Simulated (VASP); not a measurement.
Set up this calculation in VASP 6.6.1, as the native input.

```yaml
Task: relaxation of cell and atoms
Functional: PBE
Potentials_or_basis: VASP PAW PBE potentials, release 64 (Ta_pv, Ni, O)
Cutoff: 600 eV
k_mesh: 6 × 5 × 4
Occupations: fermi-dirac, width 0.05 eV
Spin: collinear spin, ferromagnetic start
Starting_moments: "[0.0, 0.0, 0.0, 0.0, 1.0, 0.0, 0.0, 0.0, 0.0, 0.0, 0.0, 0.0, 0.0, 0.0, 0.0, 0.0] μB"
Further_INCAR_settings: ALGO = Normal; EDIFF = 1e-06; IBRION = 2; EDIFFG = -0.01; NSW = 40; ISIF = 3
```

The structure of Ta4NiO11 lies in POSCAR:

```
Ta4NiO11
1.0
    4.7708900000      0.0000000000      0.0051300000
    0.0000000000      5.8245400000      0.0000000000
   -1.9862800000      0.0000000000      7.2505100000
Ta Ni O
4 1 11
Direct
    0.6133900000      0.5000000000      0.7604200000
    0.3866100000      0.5000000000      0.2395800000
    0.1661500000      0.0000000000      0.7987500000
    0.8338500000      0.0000000000      0.2012500000
    0.5000000000      0.0000000000      0.5000000000
    0.3327800000      0.7991300000      0.6505300000
    0.6672200000      0.7991300000      0.3494700000
    0.9004700000      0.2578600000      0.8071800000
    0.0995300000      0.2578600000      0.1928200000
    0.6672200000      0.2008700000      0.3494700000
    0.3327800000      0.2008700000      0.6505300000
    0.0995300000      0.7421400000      0.1928200000
    0.9004700000      0.7421400000      0.8071800000
    0.5000000000      0.5000000000      0.0000000000
    0.5000000000      0.0000000000      0.0000000000
    0.5000000000      0.5000000000      0.5000000000
```

The cell was built by a generator and needn't be a form met in nature.

One way to write it, as run:

INCAR

```
SYSTEM = Ta4NiO11
PREC = Accurate
ENCUT = 600
EDIFF = 1E-6
ISMEAR = -1
SIGMA = 0.05
LREAL = .False.
LASPH = .True.
NELM = 100
ALGO = Normal
ISIF = 3
LWAVE = .False.
LCHARG = .False.
ISPIN = 2
MAGMOM = 0 0 0 0 1 0 0 0 0 0 0 0 0 0 0 0
LORBIT = 11
LMAXMIX = 4
GGA = PE
IBRION = 2
NSW = 40
EDIFFG = -0.01
KPAR = 4
```

KPOINTS

```
regular mesh
0
Gamma
  6 5 4
  0 0 0
```

Potentials or basis: VASP PAW PBE potentials, release 64 (Ta_pv, Ni, O).

The run is started by

```bash
$ cat potpaw_PBE.64/Ta_pv/POTCAR potpaw_PBE.64/Ni/POTCAR potpaw_PBE.64/O/POTCAR > POTCAR
$ mpirun -np 4 vasp_std > vasp.out
```

It gave:

```yaml
Relaxed_volume: 12.61 Å³/atom
Relaxed_cell: a = 4.774 Å, b = 5.820 Å, c = 7.535 Å, α = 90.00°, β = 105.43°, γ = 90.00°
Space_group_after_relaxing_to_0.05_Å: P2/m (No. 10)
Energy_gained_by_relaxing: 0.2 meV/atom
Ionic_steps: 15
Pressure_after_relaxing: 0.1 GPa
Largest_force_after_relaxing: 0.010 eV/Å
Band_gap_on_the_k_mesh: 0.79 eV, indirect (least direct gap 0.85 eV)
Net_moment: 0.00 μB per cell
Valence_electrons_inside_the_program's_atomic_spheres: Ta 8.72, 8.89; Ni 9.14; O 5.05, 5.07, 5.03, 5.11, 5.13
```

Caveat: spin-orbit coupling is left out, which moves the levels of the heavy elements; an odd mesh through Γ misses points on the zone boundary, where band edges often lie.

Run time: 42 min on 4 MPI ranks on Intel(R) Xeon(R) Platinum 8488C (Sapphire Rapids), on a shared host, peak memory 1.2 GiB a rank.
